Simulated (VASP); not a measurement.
The input files of a VASP run:

**INCAR**
```
SYSTEM = ZrS2
PREC = Accurate
ENCUT = 520
EDIFF = 1E-7
NELM = 100
ALGO = Normal
LREAL = .FALSE.
LASPH = .TRUE.
ISMEAR = 0
SIGMA = 0.05
GGA = CX
LUSE_VDW = .TRUE.
AGGAC = 0.0
LMAXMIX = 4
LWAVE = .FALSE.
LCHARG = .FALSE.
ISIF = 4
IBRION = 2
NSW = 30
EDIFFG = -0.01
```

### POSCAR
```
ZrS2
1
    1.7812120046    -3.0851497124     0.0000000000
    1.7812120046     3.0851497124     0.0000000000
    0.0000000000     0.0000000000     5.6978729095
Zr S
1 2
Direct
  0.0000000000   0.0000000000   0.0000000000
  0.3333330000   0.6666670000   0.2511385672
  0.6666670000   0.3333330000   0.7488614328
```

### KPOINTS
```
Automatic mesh
0
Gamma
7 7 4
0 0 0
```

POTCAR, in this order: Zr_sv S (PBE.64 set). Program: vasp_std.

Write an equivalent input for Quantum ESPRESSO's pw.x.

One equivalent input (not run):
```
&CONTROL
  calculation = 'vc-relax'
  pseudo_dir = './pseudo'
  outdir = './out'
  tprnfor = .true.
  tstress = .true.
  nstep = 30
  forc_conv_thr = 0.00039
/
&SYSTEM
  ibrav = 0
  nat = 3
  ntyp = 2
  ecutwfc = 66
  occupations = 'smearing'
  smearing = 'gaussian'
  degauss = 0.003675
  input_dft = 'vdw-df-cx'
/
&ELECTRONS
  conv_thr = 7.3e-09
  electron_maxstep = 100
/
&IONS
/
&CELL
  cell_dofree = 'shape'
/
ATOMIC_SPECIES
  Zr 91.224 Zr.upf
  S 32.060 S.upf
CELL_PARAMETERS angstrom
     1.7812120   -3.0851497    0.0000000
     1.7812120    3.0851497    0.0000000
     0.0000000    0.0000000    5.6978729
ATOMIC_POSITIONS crystal
  Zr   0.0000000  0.0000000  0.0000000
  S    0.3333330  0.6666670  0.2511386
  S    0.6666670  0.3333330  0.7488614
K_POINTS automatic
  7 7 4 0 0 0
```
The two are equivalent in intent, not identical: the potentials are each code's own (VASP's PAW set, PseudoDojo norm-conserving files in pw.x), so ENCUT and ecutwfc are chosen apart and not converted; conv_thr bounds pw.x's estimated SCF error, while EDIFF bounds the energy change between steps; forc_conv_thr acts on force components and is met together with etot_conv_thr.

The compound is ZrS2 in the 1T layered structure. This cell is one point of a volume scan, at 0.94 of the reference volume. Symmetry was kept, so distortions that lower it aren't found.
